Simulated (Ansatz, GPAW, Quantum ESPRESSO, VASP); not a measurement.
# One structure in several programs: N2 (P6_3/mmc, 4 atoms in the cell)

Self-consistent single point.

```
CELL_PARAMETERS angstrom
      4.16723     0.00000     0.00000
     -2.08361     3.60893     0.00000
      0.00000     0.00000     7.00600
ATOMIC_POSITIONS crystal
  N  0.33333 0.66667 0.32893
  N  0.66667 0.33333 0.67107
  N  0.66667 0.33333 0.82893
  N  0.33333 0.66667 0.17107
```

All programs got the same cell, k-point mesh and kind of occupations (some realise fixed ones as a very narrow smearing) (in Ansatz's words: kpoints.mp_grid.grid = 5 5 3; scf.occupations.method = fixed); potentials, basis and cutoffs are each program's usual ones.

| code | model | pressure (GPa) | largest force (eV/Å) | gap on the mesh (eV) | cutoff |
|---|---|---|---|---|---|
| Ansatz | LDA (PW92), PAW files made with PBE | -2.62 | 1.741 | 6.937 | 420 eV |
| VASP | LDA (PZ), VASP's LDA PAW potentials (set 64) | -3.59 | 0.265 | 6.895 | 400 eV |
| GPAW | LDA (Perdew-Wang 92), GPAW PAW datasets LDA (gpaw-data 1.0.1) | – | 1.511 | 6.932 | 900 eV |
| Quantum ESPRESSO | LDA (PZ), GBRV 1.5 ultrasoft (LDA) pseudopotentials | -1.26 | 0.663 | 6.899 | 40 Ry |

A dash marks a value that a program does not give, or that is left out as unsure.

Gaps are read on the mesh.

The spread over the programs that give each value: pressure within 2.33 GPa; largest force within 1.476 eV/Å; gap on the mesh within 0.042 eV.

The starting cell comes from a database of computed structures (which also holds hypothetical and non-ambient phases and stackings), without a prior relaxation at this level. On Ansatz's run: In the base run, forces exceed 1 eV/Å.

Task: Why do the programs differ, and what cannot be compared?

Result: Differences of this kind can come from the potentials, where these differ, and from what each basis and cutoff leave unconverged. The zero of total energies and Fermi levels follows the potentials and each program's conventions, so they are not compared here. Ansatz's pressure is given at a fixed set of plane waves, as the other plane-wave codes print theirs; with its correction for the finite basis it is -2.37 GPa (the shift of 0.25 GPa shows how far the cutoff is from converged). The pressure of GPAW is left out: its cutoff lies under the one at which its stress was checked. The same LDA comes in different parametrisations, which differ slightly. In the pressure, Quantum ESPRESSO (by 1.37) lies more than 1 GPa from the median of the plane-wave programs.

VASP's run is marked for a possible Pulay error in its stress at this cutoff; no cutoff test was made.

VASP ran the fixed occupations as a Gaussian smearing of 0.01 eV.

Left out of this page: ABINIT, CP2K, FLEUR and SIESTA (not drawn, or without a comparable value).

Ansatz is a program for electronic structure.

Keys are those of Ansatz 0.2.
